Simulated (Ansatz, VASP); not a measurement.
# Cross-check of LiRh between VASP and Ansatz

Wanted: the spread between two codes on one cell, functional and k mesh. The cell is taken from a series of runs on this material, whose earlier steps may have relaxed, scaled, displaced or heated it; both programs get it as it stands.

Program: Ansatz 0.2.0. Level of theory: plane waves, with VASP 6.6.1 beside it; relaxation of cell and atoms at PBEsol. Results are calculated unless marked as measured.

### 1. Starting point

It takes space group P-6m2 (No. 187, hexagonal). Conventional cell: a = 2.625 Å, b = 2.625 Å, c = 4.322 Å, α = 90.00°, β = 90.00°, γ = 120.00°. Nearest to Li lie 6 Li at 2.63 Å and 6 Rh at 2.64 Å. Nearest to Rh lie 6 Rh at 2.63 Å and 6 Li at 2.64 Å. Farther neighbours are not listed.

### 2. Ansatz: relaxation of cell and atoms, PBEsol

Ansatz runs on its PAW soft_1 files.

The relaxed volume is the usual yardstick between codes: in a stiff, nearly cubic crystal its relative difference is about their pressure difference at one cell divided by the bulk modulus.

Input file input.yaml:

```yaml
crystal:
  lattice:
    - [2.625091209, 0.0, 0.0]
    - [-1.3125456045, 2.2733956742, 0.0]
    - [0.0, 0.0, 4.322261463]
  atoms:
    - { symbol: Li, position: [0.0, 0.0, 0.5] }
    - { symbol: Rh, position: [0.6666666667, 0.3333333333, 0.0] }
kpoints:
  mp_grid: { grid: [12, 12, 8] }
hamiltonian:
  xc: pbesol
  pseudopotentials: { kind: paw, azcp: { folder: soft_1 }, xc_functional: pbe }
scf:
  occupations: { method: methfessel_paxton, width: 0.2 }
output:
  forces: true
  stress: true
  eigenvalues: true
relax:
  adjacent_minimum: "off"
  f_tol: 0.001
  max_steps: 60
  cell: { stress_tol: 0.01 }
```

Run with:

```
$ ansatz run input.yaml --threads 16 --pin off --max-ram 92160MiB --backend cuda --events-out ev --progress --plain --runs-dir out --max-vram 78GiB
```

Numbers of over 12 decimals in the logs are rounded to 6 here.

What it wrote:

```text
Engine: ansatz 0.2.0, aarch64-unknown-linux-gnu
Pseudopotentials: kind: paw
Pseudopotential: Li, paw, valence charge 3, recommended cutoff 420 eV (normal), soft_1/Li.paw.azcp
Pseudopotential: Rh, paw, valence charge 17, recommended cutoff 420 eV (normal), soft_1/Rh.paw.azcp
Functional definition: PBEsol
  exchange = pbesol_x
  correlation = pbesol_c
[...]
Crystal: 2 atoms, lattice volume = 25.795 Å³
Basis set: ecut = 420 eV, 525 PW (Γ), exchange–correlation on 36×36×60 points (8 copies of the dense FFT grid, shifted against one another)
Bands: 14, of which v1, the nominal top of the filled ones, is band 10 counted from 1 (9 counted from 0)
Symmetry: 12 space group operations
Space group: P-6m2 (ITA 187), of the structure as read, at distance tolerance 3.0e-5 Å
k-points: 95 of 1152 (time reversal used)
Non-local potential: Li, projectors of the file, l = 0: 3, l = 1: 2, l = 2: 1
Non-local potential: Rh, projectors of the file, l = 0: 3, l = 1: 2, l = 2: 2, l = 3: 1
PAW form: soft (Blöchl's): semilocal exchange-correlation on the pseudo side does not see the compensation charge
PAW frozen core: Rh, regenerated for the run's functional, and the local potential with it (the file was generated under x = pbe(κ = 0.804, μ = 0.219515), c = pbe(β = 0.066725))
PAW one-centre angular grid: Li, 110 points (default); XC on 64 Gauss nodes
PAW one-centre angular grid: Rh, 590 points (default); XC on 64 Gauss nodes
Initial density: superposition of atomic densities (chi_scale 0.1, normalization cell, long waves kept (reshape's long-wave potential 0.00 eV rms))
Initial wavefunctions: pseudopotential atomic-orbital guess
[...]
Functional: x = pbesol(κ = 0.804, μ = 0.123457), c = pbesol(β = 0.046)
SCF iter   1: F=—  HF=-6543.806928 eV  |F-HF|=—  |Δ(HF+E_count)|=         —  Δρ=1.54e-1  dr2=1.04e1  ethr=3.10e-3  ⟨swp⟩=4.3  Hψ=6002  notcnv=0
preconditioner: auto → none  [metal: Δε(μ)=0.028 eV  Ē_g=7.938 eV  σ=0.200 eV  W_gap=0.12  n_scr=2 (ndim 8)  ℏωp=23.1 eV  f_vac=0.000  D(μ)=2.30/eV (n_scr^D=34)  sad-step TF]
SCF iter   2: F=—  HF=-6542.941431 eV  |F-HF|=—  |Δ(HF+E_count)|=   8.65e-1  S|Δr|=    0.00e0  Δρ=1.01e-1  dr2=4.88e0  ethr=3.10e-3  ⟨swp⟩=2.2  Hψ=2488  notcnv=0
[...]
SCF iter   8: F=-6542.072443 eV  HF=-6542.072443 eV  |F-HF|=7.41e-9  |Δ(HF+E_count)|=   7.41e-8  S|Δr|=    0.00e0  Δρ=4.28e-6  dr2=9.50e-9  ethr=5.00e-10  ⟨swp⟩=4.8  Hψ=5193  notcnv=0
SCF 1 converged in 8 iterations: F = -6542.072443 eV  dr2 = 9.50e-9
  greatest PAW one-centre occupation: 1.000 electrons in one spin orbital (limit 2), on the Li atom at site 0 (counted from 0), in its partial waves of l = 0
relax step   1: F+E_penalty+E_count = -6542.07244268 eV  Δ(F+E_penalty+E_count) = +0.000e0 eV  max|allowed force component| = 8.095e-18 eV/Å  Δτ_max = 0.0000 Å  P = -0.050 GPa  Ω = 25.795 Å³  (8 SCF iters, dr2 threshold 1.00e-7 eV, accepted)
[...]
relax step   2: F+E_penalty+E_count = -6542.07244821 eV  Δ(F+E_penalty+E_count) = -5.522e-6 eV  max|allowed force component| = 2.082e-17 eV/Å  Δτ_max = 0.0000 Å  P = +0.015 GPa  Ω = 25.782 Å³  energy of the carried Pulay correction = +4.111e-6 eV  (3 SCF iters, dr2 threshold 7.66e-9 eV, accepted)
[...]
relax step   3: F+E_penalty+E_count = -6542.07244758 eV  Δ(F+E_penalty+E_count) = +6.280e-7 eV  max|allowed force component| = 5.204e-18 eV/Å  Δτ_max = 0.0000 Å  P = -0.000 GPa  Ω = 25.784 Å³  energy of the carried Pulay correction = +3.304e-6 eV  (3 SCF iters, dr2 threshold 1.22e-9 eV, accepted)
[...]
relax step   4: F+E_penalty+E_count = -6542.07244531 eV  Δ(F+E_penalty+E_count) = +2.263e-6 eV  max|allowed force component| = 5.204e-18 eV/Å  Δτ_max = 0.0000 Å  P = -0.000 GPa  Ω = 25.784 Å³  stress off target by 7.35e-5 GPa  SCF on the basis re-selected at this cell (its energy is not comparable with the rows above)  (4 SCF iters)
basis re-selected at this cell: Δ(F+E_penalty+E_count) = +2.263e-6 eV, ΔP = +0.000 GPa vs the last step (what re-selecting the basis moved, of the pressure what is left beyond the Pulay correction that the steps carried, after the strain that the cell walked since its last selection, with what the two solves' SCF thresholds leave and, on support functions, any second-order correction that the steps lacked; it is no m [...]
SCF converged after 4 iterations
Stability not checked: this state was not tested for a lower state beside it, because cold or Methfessel-Paxton smearing, or corrected tetrahedra, fill the levels in a way that the test cannot read (fill_not_monotonic; see scf.lower_state_search)
Free energy (F): -6542.072445 eV
Harris-Foulkes:  -6542.072445 eV  (|F-HF|=0.00e0)
Internal energy: -6542.076301 eV  (E = F + TS)
E sigma→0 (E₀):  -6542.073409 eV
Entropy (-TS):   0.003856 eV (1.928 meV/atom)
Fermi energy:    12.756349 eV
--- Per-component energies (eV) ---
  E_band       = -290.530205
  E_kinetic    = 555.816206
  E_local      = -2458.620912  (includes V_loc(G=0)·N_el)
  E_nonlocal   = 282.190782
  E_hartree    = 951.213463
  E_xc         = -209.727595
  E_vxc        = -264.481844  (∫ρ·V_xc dr)
  E_paw        = -3563.789006  (= ΣΔE_a)
  E_vpaw       = -307.861664  (= ΣTr[D̂ρ^β])
  E_aug_tail   = 0.000340  (compensation charges beyond the density's cutoff)
  E_ewald      = -2099.435781
  E_core_change = 0.276201  (= ΣΔE_core)
  E_smearing   = 0.003856  (= −TS)
  E_closure    = -0.000000  (closes the sum)
  Σ components = -6542.072445   (vs F -6542.072445, Δ=0.00e0)
--- Forces (eV/Å), atoms counted from 1 ---
  atom   1  Li     0.00000000    -0.00000000     0.00000000
  atom   2  Rh    -0.00000000     0.00000000    -0.00000000
  max |Σ_I F_I| component: 8.67e-18 eV/Å
--- Stress (GPa, compression-positive) ---
       -0.000073       0.000000      -0.000000
       -0.000000      -0.000073       0.000000
       -0.000000       0.000000      -0.000003
  P = ⅓ Tr σ = -0.0000 GPa (-0.000 kbar)
--- Band table (eV; the first three rows and the last of 95) ---
  k-point 0: bands = [... 6 lower, 8.9614, 10.4424, 10.4424, 13.0012, 13.0012, 13.3344, 20.3504, 30.1042]
  k-point 1: bands = [... 6 lower, 9.0346, 10.4435, 10.4435, 12.9837, 12.9964, 12.9964, 20.8601, 30.0514]
  k-point 2: bands = [... 6 lower, 9.2693, 10.4462, 10.4462, 12.1729, 12.9850, 12.9850, 22.1341, 29.8234]
  k-point 94: bands = [... 6 lower, 10.0442, 10.1648, 10.2267, 12.0825, 16.3692, 18.7605, 20.3264, 21.5006]
--- Relaxed structure (3 steps of the walk, 3 accepted, 1 SCFs on fresh bases) ---
  F+E_penalty+E_count = -6542.07244531 eV   max|allowed force component| = 5.204e-18 eV/Å   (the final SCF, on the basis selected at the relaxed cell)
  cell:  # Å, volume = 25.7842 Å³
    - [2.624789, 0, 0]
    - [-1.312395, 2.273134, 0]
    - [0, 0, 4.321493]
  atoms:
    - { symbol: Li, position: [-2.775557561562891e-17, 0, 0.500000] }
    - { symbol: Rh, position: [0.666667, 0.333333, 0] }
```

### 3. VASP: relaxation of cell and atoms, PBEsol

The same cell, functional, mesh and smearing now go to VASP, with its own data sets.

Lines of VASP's logs that name or quote its potential files are left out, and so is its time.

Input file INCAR:

```
SYSTEM = LiRh
PREC = Accurate
ENCUT = 750
EDIFF = 1E-07
NELM = 120
ISMEAR = 1
SIGMA = 0.2
LREAL = .FALSE.
ALGO = Normal
GGA = PS
NBANDS = 15
LASPH = .TRUE.
LORBIT = 11
LWAVE = .FALSE.
LCHARG = .FALSE.
ISIF = 3
IBRION = 2
NSW = 80
EDIFFG = -0.005
GGA_COMPAT = .FALSE.
NELMIN = 4
```

Input file POSCAR:

```
LiRh
1.0
    2.6250910000      0.0000000000      0.0000000000
   -1.3125460000      2.2733960000      0.0000000000
    0.0000000000      0.0000000000      4.3222610000
Li Rh
1 1
Direct
    0.0000000000      0.0000000000      0.5000001157
    0.6666669939      0.3333334800      0.0000000000
```

Input file KPOINTS:

```
Automatic mesh
0
Gamma
12 12 8
0 0 0
```

Potentials, in the order of the species: Li_sv and Rh_pv (PBE family, release 64).

Run with:

```
$ mpirun -np 1 vasp_std
```

What it wrote:

```text
[banner, memory and clock lines left out]
running    1 mpi-ranks, on    1 nodes
 distrk:  each k-point on    1 cores,    1 groups
 distr:  one band on    1 cores,    1 groups

 POSCAR found type information on POSCAR LiRh
 POSCAR found :  2 types and       2 ions
|                                                                             |
|               ----> ADVICE to this user running VASP <----                  |
|                                                                             |
|     You enforced a specific xc type in the INCAR file but a different       |
|     [... a line on the potential file left out ...]
|     I HOPE YOU KNOW WHAT YOU ARE DOING!                                     |
|                                                                             |

 LDA part: xc-table for (Slater+PW92), standard interpolation
 POSCAR, INCAR and KPOINTS ok, starting setup
 FFT: planning ... GRIDC
 FFT: planning ... GRID_SOFT
 FFT: planning ... GRID
 WAVECAR not read
 entering main loop
       N       E                     dE             d eps       ncg     rms          rms(c)
DAV:   1     0.169877336806E+03    0.16988E+03   -0.13443E+04  2850   0.174E+03
DAV:   2    -0.562021455377E+01   -0.17550E+03   -0.16933E+03  3088   0.418E+02
DAV:   3    -0.109757452560E+02   -0.53555E+01   -0.52225E+01  4932   0.630E+01
DAV:   4    -0.112343460526E+02   -0.25860E+00   -0.25847E+00  3206   0.977E+00
DAV:   5    -0.112372427079E+02   -0.28967E-02   -0.28966E-02  3844   0.107E+00    0.955E+00
DAV:   6    -0.105536076003E+02    0.68364E+00   -0.37998E+00  3382   0.253E+01    0.259E+00
DAV:   7    -0.104108135847E+02    0.14279E+00   -0.39081E-01  3263   0.668E+00    0.142E+00
DAV:   8    -0.103930890378E+02    0.17725E-01   -0.22274E-02  3718   0.137E+00    0.312E-01
DAV:   9    -0.103927368472E+02    0.35219E-03   -0.26846E-03  3453   0.456E-01    0.102E-01
DAV:  10    -0.103927934681E+02   -0.56621E-04   -0.13353E-04  3430   0.128E-01    0.110E-02
DAV:  11    -0.103927953616E+02   -0.18935E-05   -0.73149E-06  4069   0.272E-02    0.350E-03
DAV:  12    -0.103927950438E+02    0.31784E-06   -0.44158E-07  3256   0.691E-03    0.429E-04
DAV:  13    -0.103927949269E+02    0.11687E-06   -0.25907E-08  2951   0.139E-03    0.211E-04
DAV:  14    -0.103927949302E+02   -0.33178E-08   -0.45792E-09  1817   0.659E-04
   1 F= -.10392795E+02 E0= -.10394139E+02  d E =-.103928E+02
 curvature:   0.00 expect dE= 0.000E+00 dE for cont linesearch  0.000E+00
 trial: gam= 0.00000 g(F)=  0.180E-40 g(S)=  0.346E-04 ort = 0.000E+00 (trialstep = 0.100E+01)
 search vector abs. value=  0.346E-04
 bond charge predicted
       N       E                     dE             d eps       ncg     rms          rms(c)
DAV:   1    -0.103935331805E+02   -0.73825E-03   -0.10799E-02  2913   0.124E+00    0.204E-01
DAV:   2    -0.103929075101E+02    0.62567E-03   -0.32331E-03  3396   0.630E-01    0.664E-02
DAV:   3    -0.103928126848E+02    0.94825E-04   -0.20181E-04  3333   0.153E-01    0.258E-02
DAV:   4    -0.103927992471E+02    0.13438E-04   -0.34022E-05  3518   0.492E-02    0.580E-03
DAV:   5    -0.103927994976E+02   -0.25049E-06   -0.22883E-06  3214   0.134E-02    0.273E-03
DAV:   6    -0.103927996685E+02   -0.17098E-06   -0.18974E-07  3577   0.478E-03    0.381E-04
DAV:   7    -0.103927996277E+02    0.40878E-07   -0.12424E-08  1663   0.113E-03
   2 F= -.10392800E+02 E0= -.10394144E+02  d E =-.469746E-05
 trial-energy change:   -0.000005  1 .order   -0.000005   -0.000035    0.000025
 step:   0.5768(harm=  0.5768)  dis= 0.00000  next Energy=   -10.392805 (dE=-0.998E-05)
 bond charge predicted
       N       E                     dE             d eps       ncg     rms          rms(c)
DAV:   1    -0.103929357896E+02   -0.13612E-03   -0.19344E-03  2906   0.525E-01    0.854E-02
DAV:   2    -0.103928273930E+02    0.10840E-03   -0.57519E-04  3410   0.264E-01    0.276E-02
DAV:   3    -0.103928077505E+02    0.19642E-04   -0.34379E-05  3312   0.636E-02    0.111E-02
DAV:   4    -0.103928048530E+02    0.28975E-05   -0.64201E-06  3516   0.214E-02    0.248E-03
DAV:   5    -0.103928049913E+02   -0.13832E-06   -0.39027E-07  3157   0.556E-03    0.116E-03
DAV:   6    -0.103928049212E+02    0.70124E-07   -0.26440E-08  1929   0.180E-03
   3 F= -.10392805E+02 E0= -.10394150E+02  d E =-.999102E-05
 curvature:  -0.29 expect dE=-0.550E-07 dE for cont linesearch -0.584E-08
 trial: gam= 0.02968 g(F)=  0.113E-40 g(S)=  0.191E-06 ort =-0.837E-06 (trialstep = 0.915E+00)
 search vector abs. value=  0.171E-06
 reached required accuracy - stopping structural energy minimisation
```

From OUTCAR (step 3):

```text
ion  position               nearest neighbor table
   1  0.000  0.000  0.500-   2 2.64   2 2.64   2 2.64   2 2.64   2 2.64   2 2.64
   2  0.667  0.333  0.000-   1 2.64   1 2.64   1 2.64   1 2.64   1 2.64   1 2.64

  LATTYP: Found a hexagonal cell.
 ALAT       =     2.6250910000
 C/A-ratio  =     1.6465185397

 Subroutine GETGRP returns: Found 12 space group operations
 (whereof 12 operations were pure point group operations)

The static configuration has the point symmetry D_3h.

 Found     95 irreducible k-points:

   k-points           NKPTS =     95   k-points in BZ     NKDIM =     95   number of bands    NBANDS=     15

   dimension x,y,z NGX =    24 NGY =   24 NGZ =   40
   dimension x,y,z NGXF=    48 NGYF=   48 NGZF=   80

   ENCUT  =  750.0 eV  55.12 Ry    7.42 a.u.   5.86  5.86  9.65*2*pi/ulx,y,z

   NELECT =      18.0000    total number of electrons

 k-points in reciprocal lattice and weights: Automatic mesh
   0.00000000  0.00000000  0.00000000       0.001
   0.08333333  0.00000000  0.00000000       0.005
   0.16666667  0.00000000  0.00000000       0.005
   0.25000000 -0.00000000  0.00000000       0.005
   0.33333333 -0.00000000  0.00000000       0.005
   0.41666667  0.00000000  0.00000000       0.005
   0.50000000 -0.00000000  0.00000000       0.003
   0.08333333  0.08333333  0.00000000       0.005
   0.16666667  0.08333333  0.00000000       0.010
[...]
0.33333333  0.25000000  0.50000000       0.010
   0.33333333  0.33333333  0.50000000       0.002

 average (electrostatic) potential at core
       1 -57.0258       2 -74.9394

 E-fermi :   6.8670

 k-point     1 :       0.0000    0.0000    0.0000
  band No.  band energies     occupation
    ...
      4     -37.7490      2.00000
      5       0.6521      2.00000
      6       3.0689      2.00000
      7       4.5434      2.00000
      8       4.5434      2.00000
      9       7.1119     -0.07092
     10       7.1119     -0.07092
     11       7.4406     -0.00038
     12      14.4572      0.00000
     13      24.4136      0.00000
    ...

 k-point     2 :       0.0833    0.0000    0.0000
  band No.  band energies     occupation
    ...
      5       0.9133      2.00000
      6       3.1698      2.00000
      7       4.3937      2.00000
      8       4.7442      2.00000
      9       6.1015      2.00000
     10       7.0588     -0.04067
     11       8.5621     -0.00000
     12      14.4440      0.00000
     13      23.9380      0.00000
     14      24.6014      0.00000
    ...

 k-point     3 :       0.1667    0.0000    0.0000
  band No.  band energies     occupation
    ...
      6       3.4106      2.00000
      7       4.1584      2.00000
      8       5.0839      2.00000
      9       5.3202      2.00000
     10       6.9164      0.59551
     11       9.9229     -0.00000
     12      14.3923      0.00000
     13      21.4443      0.00000
     14      23.0892      0.00000
     15      25.7912      0.00000

  Total        0.0005653      0.0005653      0.0026948     -0.0000000      0.0000000      0.0000000
  in kB        0.0351409      0.0351409      0.1675069     -0.0000000      0.0000000      0.0000000
  external PRESSURE =       0.0792629 kB  Pullay stress =       0.0000000 kB

  energy-cutoff  :      750.00
  volume of cell :       25.77
      direct lattice vectors                 reciprocal lattice vectors
     2.624113507  0.000000000  0.000000000     0.381081076  0.220017297 -0.000000000
    -1.312057253  2.272549466 -0.000000000    -0.000000000  0.440034426 -0.000000000
     0.000000000  0.000000000  4.322161858    -0.000000000  0.000000000  0.231365699

 POSITION                                       TOTAL-FORCE (eV/Angst)
 -----------------------------------------------------------------------------------
     -0.00000      0.00000      2.16108         0.000000     -0.000000      0.000000
      1.31206      0.75752     -0.00000        -0.000000      0.000000      0.000000
 -----------------------------------------------------------------------------------
    total drift:                               -0.000670     -0.000335     -0.000150

  FREE ENERGIE OF THE ION-ELECTRON SYSTEM (eV)
  ---------------------------------------------------
  free  energy   TOTEN  =       -10.3928049212 eV

  energy  without entropy=      -10.3968389274  energy(sigma->0) =      -10.39414959

 reached required accuracy - stopping structural energy minimisation

 total charge
# of ion       s       p       d       tot
------------------------------------------
    1        2.042   0.089   0.000   2.131
    2        0.452   6.230   7.161  13.843
--------------------------------------------------
tot          2.493   6.319   7.161  15.973

[... 3 further parts left out ...]
```

### 4. Side by side

Known differences besides the potentials themselves: the data sets hold 20 valence electrons in Ansatz (on its PAW soft_1 files) and 18 in VASP; the cutoff is 420 eV in Ansatz and 750 eV in VASP; Ansatz makes its cores anew for this functional, VASP keeps those of its PBE data sets; Ansatz adds a Pulay correction to the stress that steers its cell, VASP none. Total energies have different zeros and are not compared.

Compared:

```
                                         quantity  Ansatz   VASP  difference
                                      volume (Å³)   25.78  25.77     +0.04 %
edge a after relaxation, in the typed setting (Å)   2.625  2.624     +0.03 %
edge c after relaxation, in the typed setting (Å)   4.322  4.322     -0.02 %
```

### 5. Outcome

```yaml
difference_in_volume_relaxation_of_cell_and_atoms_pbesol: 0.036 %
```

The difference in volume is 0.036 % (relaxation of cell and atoms, PBEsol), within the 1.2 % picked in this series as the mark of a large difference, as far as the stopping tolerances let one tell. The data sets hold unlike numbers of valence electrons (20 in Ansatz and 18 in VASP), so part of the differences comes from the potentials. How closely two codes agree says nothing of how well the functional describes the real material.

[Lines on the potential files, build, host, timing and source positions are cut from VASP's logs without a mark.]

[Logs are printed without paths, hosts, clocks, repeated set-up lines and the standing remarks that a program may print on its own settings, such as how far it seeks lower states.]

[Hosts, paths, dates, database ids (printed as entryN), source tags and the programs' standing remarks are cut or masked in the printed files.]
